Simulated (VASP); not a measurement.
Here is a VASP 6.6.1 calculation.

File POSCAR:

```
Ge
1.0
    0.0000000000      2.8371800000      2.8371800000
    2.8371800000      0.0000000000      2.8371800000
    2.8371800000      2.8371800000      0.0000000000
Ge
2
Direct
    0.5000000000      0.5000000000      0.5000000000
    0.7500000000      0.7500000000      0.7500000000
```

File INCAR.step1:

```
SYSTEM = Ge
ALGO = Normal
EDIFF = 1E-5
ENCUT = 520
GGA = PE
ISIF = 2
ISMEAR = 0
LASPH = .True.
LREAL = .False.
LWAVE = .True.
NELM = 80
PREC = Accurate
SIGMA = 0.1
```

The input INCAR.step2:

```
SYSTEM = Ge
AEXX = 0.25
ALGO = Normal
EDIFF = 1E-6
ENCUT = 520
GGA = PE
ISIF = 2
ISMEAR = 0
ISTART = 1
LASPH = .True.
LCHARG = .True.
LELF = .True.
LHFCALC = .True.
LREAL = .False.
LVHAR = .True.
LWAVE = .False.
NELM = 80
PREC = Accurate
PRECFOCK = Fast
SIGMA = 0.1
```

Contents of KPOINTS:

```
k-points
0
Gamma
  6 6 6
  0 0 0
```

Potentials or basis: VASP PAW PBE potentials, release 64 (Ge_d).

Run with:

```sh
$ cat potpaw_PBE.64/Ge_d/POTCAR > POTCAR
$ cp INCAR.step1 INCAR
$ mpirun -np 1 vasp_std > vasp.out
$ cp INCAR.step2 INCAR
$ mpirun -np 1 vasp_std > vasp.out
```

(1) Predict the band gap on the k mesh.

(2) Estimate the pressure.

Results:

(1) 1.40 eV, direct.

(2) 0.1 GPa.

Caveat: the PAW data sets were made with another functional, which shifts forces and pressure a little.

**What was measured.**

From “Electronic and optical properties of SixGe1-x-ySny alloys lattice-matched to Ge”, 2021, arxiv:2109.02782, for a bulk crystal of Ge at 300 K: band gap 0.807 eV (direct).

Against the measured gap of Ge, 0.807 eV (direct; 300 K; “Electronic and optical properties of SixGe1-x-ySny alloys lattice-matched to Ge”, 2021, arxiv:2109.02782), the calculated 1.40 eV is off by +0.59 eV. 3 values of this kind are on record (0.666 to 0.807 eV); this one was drawn at random among those near their median. Spin-orbit coupling on Ge is left out. The value is that of PBE0 on a finite k mesh, which can miss the band edges, without temperature or zero-point motion.
